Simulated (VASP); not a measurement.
The input files of a VASP run:

### POSCAR
```
NaCd3
1
   -0.0000000000     3.4847793229     3.4847793229
    3.4847793229     0.0000000000     3.4847793229
    3.4847793229     3.4847793229    -0.0000000000
Na Cd
1 3
Direct
  0.0000000000   0.0000000000   0.0000000000
  0.2500000000   0.2500000000   0.2500000000
  0.7500000000   0.7500000000   0.7500000000
  0.5000000000   0.5000000000   0.5000000000
```

INCAR:
```
! general
SYSTEM  = NaCd3
PREC    = Accurate
ENCUT   = 400
LREAL   = .FALSE.
LASPH   = .TRUE.

! electronic loop
EDIFF   = 1E-6
NELM    = 100
ALGO    = Normal
LMAXMIX = 4

! smearing
ISMEAR  = 1
SIGMA   = 0.1

! functional
GGA     = PS

! ions
IBRION  = 2
NSW     = 60
ISIF    = 3
EDIFFG  = -0.02

! output
LWAVE   = .FALSE.
LCHARG  = .FALSE.
```

**KPOINTS**
```
Automatic mesh
0
Gamma
7 7 7
0 0 0
```

POTCAR, in this order: Na_pv Cd (PBE.64 set). Program: vasp_std.

Task: Translate this PBEsol calculation to Ansatz.

Result: One equivalent input (not run):
Ansatz 0.2 input:
```yaml
crystal:
  lattice:
    - [0.0000000, 3.4847793, 3.4847793]
    - [3.4847793, 0.0000000, 3.4847793]
    - [3.4847793, 3.4847793, 0.0000000]
  atoms:
    - { symbol: Na, position: [0.0000000, 0.0000000, 0.0000000] }
    - { symbol: Cd, position: [0.2500000, 0.2500000, 0.2500000] }
    - { symbol: Cd, position: [0.7500000, 0.7500000, 0.7500000] }
    - { symbol: Cd, position: [0.5000000, 0.5000000, 0.5000000] }
kpoints:
  mp_grid: { grid: [7, 7, 7] }
hamiltonian:
  xc: pbesol
  pseudopotentials: { kind: paw }
scf:
  occupations: { method: methfessel_paxton, width: 0.1 }
  max_iter: 100
relax:
  max_steps: 60
  f_tol: 0.02
  cell: {}
output: { forces: true, stress: true, eigenvalues: true }
```
What does not carry over: each code has its own PAW files, so the cut-off isn't converted (ENCUT is set for VASP's; basis.ecutwfc is left out, and Ansatz then takes the one that its files recommend); Ansatz stops its SCF on the density residual and VASP on the energy change (EDIFF).

The structure comes from a computed database's NaCd3 entry (Fm-3m); how it stands against other phases isn't given here. This run relaxes it. Symmetry was kept, so distortions that lower it aren't found. The start is the result of an earlier pass.
